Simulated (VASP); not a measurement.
Calculation: SCAN meta-GGA, VASP's PBE PAW potentials (set 64) (plane waves; VASP).

A VASP calculation is set up with these files.

File KPOINTS:
```
K-points
0
Gamma
 12 12 12
```

POSCAR:
```
Sb
1
    3.8868966731    -2.1727348215    -0.0341173267
    3.8868966731     2.1727348215    -0.0341173267
    2.7037170434     0.0000000000     3.5383356238
Sb
2
Direct
  0.2368576236   0.2368576236   0.2368576236
  0.7631423764   0.7631423764   0.7631423764
```

### INCAR
```
LREAL  =  .FALSE.   # projection in real space or not
EDIFF  =  1E-7   # SCF stop (eV)
LORBIT  =  11   # lm-projected
LCHARG  =  .FALSE.
NELM  =  100   # most electronic steps
LWAVE  =  .FALSE.
ISIF  =  2
METAGGA  =  SCAN
NEDOS  =  601
LMIXTAU  =  .TRUE.
ISMEAR  =  -5   # tetrahedra, Bloechl
LMAXMIX  =  4   # l cut-off of mixed one-centre charges
SYSTEM  =  Sb
PREC  =  Accurate
ENCUT  =  520   # plane-wave cut-off (eV)
LASPH  =  .TRUE.   # aspherical one-centre terms
ALGO  =  Normal   # blocked Davidson
```

### KPOINTS_OPT
```
k-points along high-symmetry lines
8
Line-mode
Reciprocal
  0.000000   0.000000   0.000000 ! GAMMA
 -0.500000  -0.500000  -0.500000 ! T

 -0.500000  -0.500000  -0.500000 ! T
 -0.239794  -0.760206  -0.500000 ! H_2

  0.239793  -0.500000  -0.239793 ! H_0
 -0.000000  -0.500000  -0.000000 ! L

 -0.000000  -0.500000  -0.000000 ! L
  0.000000   0.000000   0.000000 ! GAMMA

  0.000000   0.000000   0.000000 ! GAMMA
  0.369897  -0.369897   0.000000 ! S_0

 -0.000000  -0.630103  -0.369897 ! S_2
  0.000000  -0.500000  -0.500000 ! F

  0.000000  -0.500000  -0.500000 ! F
  0.000000   0.000000   0.000000 ! GAMMA
```

POTCAR, in this order: Sb (PBE.64 set). Program: vasp_std.

Output of the run:

OSZICAR:
```
       N       E                     dE             d eps       ncg     rms          rms(c)
DAV:   1    -0.268649570096E+02   -0.26865E+02   -0.38431E+03  3402   0.905E+02
DAV:   2    -0.737044216427E+02   -0.46839E+02   -0.46312E+02  4896   0.131E+02
DAV:   3    -0.754209445498E+02   -0.17165E+01   -0.17123E+01  4021   0.306E+01
DAV:   4    -0.754409382919E+02   -0.19994E-01   -0.20024E-01  4230   0.340E+00
DAV:   5    -0.754410832238E+02   -0.14493E-03   -0.14494E-03  3895   0.303E-01    0.160E+00
DAV:   6    -0.746643892514E+02    0.77669E+00   -0.37662E-01  3504   0.580E+00    0.123E+00
DAV:   7    -0.740919256615E+02    0.57246E+00   -0.14218E-01  3460   0.535E+00    0.200E-01
DAV:   8    -0.745256374725E+02   -0.43371E+00   -0.41042E-01  3404   0.875E+00    0.238E-01
DAV:   9    -0.745287818057E+02   -0.31443E-02   -0.43953E-03  3983   0.744E-01    0.224E-01
DAV:  10    -0.745282045661E+02    0.57724E-03   -0.21122E-04  3571   0.179E-01    0.215E-01
DAV:  11    -0.745274359098E+02    0.76866E-03   -0.25160E-02  3402   0.227E+00    0.134E-01
DAV:  12    -0.745276410068E+02   -0.20510E-03   -0.49922E-03  3640   0.806E-01    0.132E-01
DAV:  13    -0.745308458235E+02   -0.32048E-02   -0.97849E-03  3404   0.141E+00    0.118E-01
DAV:  14    -0.745286761497E+02    0.21697E-02   -0.43186E-03  3404   0.878E-01    0.666E-02
DAV:  15    -0.745286047880E+02    0.71362E-04   -0.31991E-03  3404   0.702E-01    0.337E-02
DAV:  16    -0.745287891553E+02   -0.18437E-03   -0.10235E-03  3509   0.408E-01    0.386E-02
DAV:  17    -0.745288222327E+02   -0.33077E-04   -0.87353E-05  3547   0.118E-01    0.343E-02
DAV:  18    -0.745285295864E+02    0.29265E-03   -0.52329E-04  3405   0.306E-01    0.131E-02
DAV:  19    -0.745284211678E+02    0.10842E-03   -0.16381E-04  3513   0.160E-01    0.966E-03
DAV:  20    -0.745284189861E+02    0.21816E-05   -0.17783E-05  3675   0.528E-02    0.105E-02
DAV:  21    -0.745284137711E+02    0.52150E-05   -0.25379E-05  3406   0.753E-02    0.639E-03
DAV:  22    -0.745284140817E+02   -0.31063E-06   -0.29670E-05  3405   0.737E-02    0.266E-03
DAV:  23    -0.745284132581E+02    0.82364E-06   -0.58079E-06  3421   0.395E-02    0.185E-03
DAV:  24    -0.745284134333E+02   -0.17515E-06   -0.13606E-07  2878   0.481E-03    0.178E-03
DAV:  25    -0.745284133740E+02    0.59235E-07   -0.85242E-08  1768   0.438E-03
   1 F= -.74528413E+02 E0= -.74528413E+02  d E =0.000000E+00
       N       E                     dE             ncg
```

### OUTCAR
```
------------------------ aborting loop because EDIFF is reached ----------------------------------------
  FORCE on cell =-STRESS in cart. coord.  units (eV):
  Direction    XX          YY          ZZ          XY          YZ          ZX
  --------------------------------------------------------------------------------------
  Total        0.0116877     -0.0088622     -0.0066081      0.0000000     -0.0000000      0.0068060
  in kB        0.3112405     -0.2359985     -0.1759718      0.0000000     -0.0000000      0.1812430
  external PRESSURE =      -0.0335766 kB  Pullay stress =       0.0000000 kB
  volume of cell :       60.16
      direct lattice vectors                 reciprocal lattice vectors
     3.886896673 -2.172734822 -0.034117327     0.127780293 -0.230124723 -0.097639623
     3.886896673  2.172734822 -0.034117327     0.127780293  0.230124723 -0.097639623
     2.703717043  0.000000000  3.538335624     0.002464165  0.000000000  0.280735832
 POSITION                                       TOTAL-FORCE (eV/Angst)
 -----------------------------------------------------------------------------------
      2.48168      0.00000      0.82192         0.020760      0.000000      0.006876
      7.99583      0.00000      2.64818        -0.020760      0.000000     -0.006876
 -----------------------------------------------------------------------------------
    total drift:                               -0.000000     -0.000000     -0.000000
  FREE ENERGIE OF THE ION-ELECTRON SYSTEM (eV)
  ---------------------------------------------------
  free  energy   TOTEN  =       -74.5284133740 eV

  energy  without entropy=      -74.5284133740  energy(sigma->0) =      -74.52841337

 total charge

# of ion       s       p       d       tot
------------------------------------------
    1        1.211   1.132   0.034   2.377
    2        1.211   1.132   0.034   2.377
--------------------------------------------------
tot          2.423   2.263   0.068   4.754
```
(Selected blocks of OUTCAR.)

For a metal the tetrahedron method with Blöchl corrections gives inexact stress and forces.

The compound is Sb in the a7 structure. It was relaxed first.
